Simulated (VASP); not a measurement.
Input:

```yaml
crystal:
  lattice:
    - [0.00000, 2.61162, 2.61162]
    - [2.61162, 0.00000, 2.61162]
    - [2.61162, 2.61162, 0.00000]
  atoms:
    - { symbol: Y, position: [0.00000, 0.00000, 0.00000] }
    - { symbol: N, position: [0.25000, 0.25000, 0.25000] }
```

Method: PBEsol GGA, VASP's PBE PAW potentials (set 64) (plane waves; VASP). Settings: 520 eV cut-off, Gaussian smearing of 0.050 eV, potentials Y_sv N.

### Question
What does the run give for the band gap (along the path) with the smallest direct gap where there is one?

### Answer

| Quantity | Result |
|---|---|
| band gap (along the path) | 2.02 eV |
| smallest direct gap (along the path) | 2.14 eV |

The structure was generated: YN was put into the zinc blende type (F-43m), which need not be its known phase. It was relaxed first, which changed the volume by -35 %.
